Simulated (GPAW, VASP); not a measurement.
Given: the input of a run of GPAW 26.7.0 (ASE script) on GaGe. Atoms were shifted at random by some hundredths of an Å from the given cell, which wasn't relaxed again for these runs. The cell comes from a database or a generator and needn't be the stable form of this composition.

run.py

```python
from ase import Atoms
from ase.dft.bandgap import bandgap
from ase.io import write
from ase.units import GPa
from gpaw import GPAW, PW

atoms = Atoms(['Ge', 'Ga'],
              cell=[[0.0, 2.897844, 2.897844],
                    [2.897844, 0.0, 2.897844],
                    [2.897844, 2.897844, 0.0]],
              scaled_positions=[[-0.007234, -0.010274, 0.025349],
                                [0.239969, 0.246622, 0.264274]],
              pbc=True)

calc = GPAW(mode=PW(600),
            xc='PBE',
            kpts={'size': (8, 8, 8), 'gamma': True},
            occupations={'name': 'fermi-dirac', 'width': 0.05},
            nbands=11,
            convergence={'density': 1e-05, 'energy': 1e-05},
            maxiter=150,
            txt='gpaw.txt')
atoms.calc = calc
energy = atoms.get_potential_energy()
forces = atoms.get_forces()
stress = atoms.get_stress()
calc.write('gs.gpw')
write('result.traj', atoms)
print(f'Energy: {energy:.6f} eV')
print('Forces (eV/A):')
print(forces.round(4))
print('Stress (GPa):', (stress / GPa).round(3))
print('Fermi level:', round(calc.get_fermi_level(), 4), 'eV')
print(f'Gap: {bandgap(calc)[0]:.4f} eV, direct: {bandgap(calc, direct=True)[0]:.4f} eV')
```

Potentials or basis: GPAW PAW data sets (gpaw-data 1.2.1), pw.

Run with:

```bash
$ OMP_NUM_THREADS=1 python run.py
```

Set up the same calculation for VASP 6.6.1. Potentials or basis there: PBE PAW files Ga_d, Ge_d, 520 eV.

As run (cutoffs and basis follow the program's own potentials, and thresholds, step limits or extra output files can differ):

Contents of INCAR:

```
SYSTEM = GaGe
  PREC = Accurate
  ENCUT = 520
  EDIFF = 1E-7
  ISMEAR = -1
  SIGMA = 0.05
  LREAL = .FALSE.
  LASPH = .TRUE.
  NELM = 60
  ALGO = Normal
  ISIF = 2
  LWAVE = .FALSE.
  LCHARG = .FALSE.
  GGA = PE
  NBANDS = 20
```

File KPOINTS:

```
Automatic mesh
0
G
  8 8 8
  0 0 0
```

The input POSCAR:

```
GaGe
1.0
    0.0000000000      2.8978440000      2.8978440000
    2.8978440000      0.0000000000      2.8978440000
    2.8978440000      2.8978440000      0.0000000000
Ge Ga
1 1
Direct
   -0.0072340000     -0.0102740000      0.0253490000
    0.2399690000      0.2466220000      0.2642740000
```

Potentials or basis: VASP PAW PBE potentials, release 64 (Ge_d, Ga_d).

The run is started by

```console
$ cat potpaw_PBE.64/Ge_d/POTCAR potpaw_PBE.64/Ga_d/POTCAR > POTCAR
$ mpirun -np 1 vasp_std > vasp.out
```

Both were run:

|  | GPAW | VASP |
| --- | --- | --- |
| Pressure | 0.8 GPa | 0.3 GPa |
| Largest force | 0.222 eV/Å | 0.210 eV/Å |

The potentials hold 7 and 27 valence electrons a cell.

Pressure is positive in compression.
